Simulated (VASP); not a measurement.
```
CELL_PARAMETERS angstrom
      0.00000     2.22385     2.22385
      2.22385     0.00000     2.22385
      2.22385     2.22385     0.00000
ATOMIC_POSITIONS crystal
  Ga 0.00000 0.00000 0.00000
  N  0.25000 0.25000 0.25000
```

The numbers are results of optB88-vdW, VASP's PBE PAW potentials (set 64) (plane waves; VASP), not measurements. Run with 520 eV cut-off, 10×10×10 Γ-centred mesh, Gaussian smearing of 0.050 eV, potentials Ga_d N.

Q: Give the stress tensor in GPa (positive for a compressed cell).

A: 
```
12.37   0.00   0.00
 0.00  12.37   0.00
 0.00   0.00  12.37
```
The pressure is its mean diagonal, 12.37 GPa.

The compound is GaN in the zinc blende structure, a metastable form; wurtzite is the usual one. This cell is one point of a volume scan, at 0.94 of the reference volume.
